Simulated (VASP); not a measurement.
Consider the following.

```
CuI
1.0
    0.00000     3.07046     3.07046
    3.07046     0.00000     3.07046
    3.07046     3.07046     0.00000
Cu I
1 1
Cartesian
  0.00000   3.07046   3.07046
  1.53523   1.53523   1.53523
```

Method: PBE GGA, VASP's PBE PAW potentials (set 64) (plane waves; VASP). Run with 520 eV cut-off, 8×8×8 Γ-centred mesh, Gaussian smearing of 0.050 eV, potentials Cu I.

Question: Give the stress tensor in GPa (positive for a compressed cell).

Answer: 
```
-1.07   0.00   0.00
 0.00  -1.07   0.00
 0.00   0.00  -1.07
```
The pressure is its mean diagonal, -1.07 GPa.

The compound is CuI in the zinc blende structure. This cell is one point of a volume scan, at 1.03 of the reference volume.
